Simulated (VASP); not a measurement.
These are vdW-DF2, VASP's PBE PAW potentials (set 64) (plane waves; VASP 6.6.1) values and carry that method's errors.

VASP input:

INCAR:
```
AGGAC = 0.0
ALGO = Normal
EDIFF = 1E-7
ENCUT = 520
GGA = ML
ISIF = 2
ISMEAR = 0
LASPH = .TRUE.
LCHARG = .FALSE.
LMAXMIX = 4
LREAL = .FALSE.
LUSE_VDW = .TRUE.
LWAVE = .FALSE.
NELM = 100
PREC = Accurate
SIGMA = 0.05
SYSTEM = NaI
ZAB_VDW = -1.8867
```

**POSCAR**
```
NaI
1
    0.0000000000     3.2512770849     3.2512770849
    3.2512770849     0.0000000000     3.2512770849
    3.2512770849     3.2512770849     0.0000000000
Na I
1 1
Direct
  0.0000000000   0.0000000000   0.0000000000
  0.5000000000   0.5000000000   0.5000000000
```

KPOINTS:
```
Automatic mesh
0
Gamma
7 7 7
0 0 0
```

POTCAR, in this order: Na_pv I (PBE.64 set). Program: vasp_std.

Output of the run:

OUTCAR:
```
 ion  position               nearest neighbor table
   1  0.000  0.000  0.000-
   2  0.500  0.500  0.500-
  LATTYP: Found a face centered cubic cell.
 ALAT       =     6.5025541698
 Subroutine PRICEL returns:
 Original cell was already a primitive cell.
 Subroutine GETGRP returns: Found 48 space group operations
The static configuration has the point symmetry O_h .
The dynamic configuration has the point symmetry O_h .
 Subroutine INISYM returns: Found 48 space group operations
 Subroutine IBZKPT returns following result:
 Found     20 irreducible k-points:

 Following reciprocal coordinates:
            Coordinates               Weight
  0.000000  0.000000  0.000000      1.000000
  0.142857  0.000000  0.000000      8.000000
  0.285714  0.000000  0.000000      8.000000
  0.428571  0.000000  0.000000      8.000000
  0.142857  0.142857  0.000000      6.000000
  0.285714  0.142857  0.000000     24.000000
  0.428571  0.142857  0.000000     24.000000
 -0.428571  0.142857  0.000000     24.000000
 -0.285714  0.142857  0.000000     24.000000
 -0.142857  0.142857  0.000000     12.000000
  0.285714  0.285714  0.000000      6.000000
  0.428571  0.285714  0.000000     24.000000
 -0.428571  0.285714  0.000000     24.000000
 -0.285714  0.285714  0.000000     12.000000
  0.428571  0.428571  0.000000      6.000000
 -0.428571  0.428571  0.000000     12.000000
  0.428571  0.285714  0.142857     24.000000
 -0.428571  0.285714  0.142857     48.000000
 -0.428571  0.428571  0.142857     24.000000
 -0.285714  0.428571  0.142857     24.000000
   k-points           NKPTS =     20   k-points in BZ     NKDIM =     20   number of bands    NBANDS=     11
   number of dos      NEDOS =    301   number of ions     NIONS =      2
   total plane-waves  NPLWV =  46656
   dimension x,y,z NGX =    36 NGY =   36 NGZ =   36
...
```

**OSZICAR**
```
       N       E                     dE             d eps       ncg     rms          rms(c)
DAV:   1     0.794857480157E+02    0.79486E+02   -0.67431E+03   440   0.115E+03
DAV:   2     0.473843185754E+01   -0.74747E+02   -0.70328E+02   480   0.231E+02
DAV:   3    -0.148925656376E+01   -0.62277E+01   -0.61892E+01   533   0.692E+01
DAV:   4    -0.166958403342E+01   -0.18033E+00   -0.18013E+00   548   0.121E+01
DAV:   5    -0.167451877316E+01   -0.49347E-02   -0.49346E-02   518   0.208E+00    0.162E+00
DAV:   6    -0.159219305440E+01    0.82326E-01   -0.12969E-01   482   0.225E+00    0.101E+00
DAV:   7    -0.157643659204E+01    0.15756E-01   -0.79310E-02   476   0.180E+00    0.513E-01
DAV:   8    -0.157649128681E+01   -0.54695E-04   -0.56810E-03   467   0.899E-01    0.134E-01
DAV:   9    -0.157637189305E+01    0.11939E-03   -0.24236E-04   536   0.152E-01    0.492E-02
DAV:  10    -0.157638580263E+01   -0.13910E-04   -0.83700E-05   461   0.115E-01    0.148E-02
DAV:  11    -0.157638567423E+01    0.12840E-06   -0.38897E-06   514   0.316E-02    0.792E-03
DAV:  12    -0.157638637400E+01   -0.69977E-06   -0.72996E-07   461   0.117E-02    0.223E-03
DAV:  13    -0.157638631255E+01    0.61441E-07   -0.82551E-08   322   0.218E-03
   1 F= -.15763863E+01 E0= -.15763863E+01  d E =-.126189E-10
```

File OUTCAR:
```
------------------------ aborting loop because EDIFF is reached ----------------------------------------
  FORCE on cell =-STRESS in cart. coord.  units (eV):
  Direction    XX          YY          ZZ          XY          YZ          ZX
  --------------------------------------------------------------------------------------
  Total        0.2314308      0.2314308      0.2314308      0.0000000      0.0000000     -0.0000000
  in kB        5.3943594      5.3943594      5.3943594      0.0000000      0.0000000     -0.0000000
  external PRESSURE =       5.3943594 kB  Pullay stress =       0.0000000 kB
  volume of cell :       68.74
      direct lattice vectors                 reciprocal lattice vectors
     0.000000000  3.251277085  3.251277085    -0.153785724  0.153785724  0.153785724
     3.251277085  0.000000000  3.251277085     0.153785724 -0.153785724  0.153785724
     3.251277085  3.251277085  0.000000000     0.153785724  0.153785724 -0.153785724
  FREE ENERGIE OF THE ION-ELECTRON SYSTEM (eV)
  ---------------------------------------------------
  free  energy   TOTEN  =        -1.5763863126 eV

  energy  without entropy=       -1.5763863125  energy(sigma->0) =       -1.57638631
```
(Selected blocks of OUTCAR.)

The compound is NaI in the rock salt structure. This cell is one point of a volume scan, at 0.97 of the reference volume.
